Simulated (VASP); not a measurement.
Data:

```yaml
crystal:
  lattice:
    - [4.94429, 0.00000, 0.00000]
    - [0.00000, 4.94429, 0.00000]
    - [0.00000, 0.00000, 4.94429]
  atoms:
    - { symbol: Ca, position: [0.00000, 0.50000, 0.50000] }
    - { symbol: Ca, position: [0.50000, 0.00000, 0.50000] }
    - { symbol: Ca, position: [0.50000, 0.50000, 0.00000] }
    - { symbol: Sn, position: [0.00000, 0.00000, 0.00000] }
```

The numbers are results of PBEsol GGA, VASP's PBE PAW potentials (set 64) (plane waves; VASP), not measurements. Numerical set-up: 400 eV cut-off, 7×7×7 Γ-centred mesh, tetrahedra with Blöchl corrections, potentials Ca_sv Sn_d.

The cores are frozen, which limits the accuracy of field gradients.

Problem. Give the principal components of the electric field gradient (V/Å²) and the asymmetry η at each nucleus.

Solution. 
```json
[
 {"atom": "Ca1", "Vxx": "1.2", "Vyy": "1.2", "Vzz": "-2.3", "η": "0.00"},
 {"atom": "Ca2", "Vxx": "1.2", "Vyy": "1.2", "Vzz": "-2.3", "η": "0.00"},
 {"atom": "Ca3", "Vxx": "1.2", "Vyy": "1.2", "Vzz": "-2.3", "η": "0.00"},
 {"atom": "Sn4", "Vxx": "0.0", "Vyy": "0.0", "Vzz": "0.0", "η": "-"}
]
```

The structure comes from a computed database's Ca3Sn entry (Pm-3m); how it stands against other phases isn't given here. It was relaxed first.
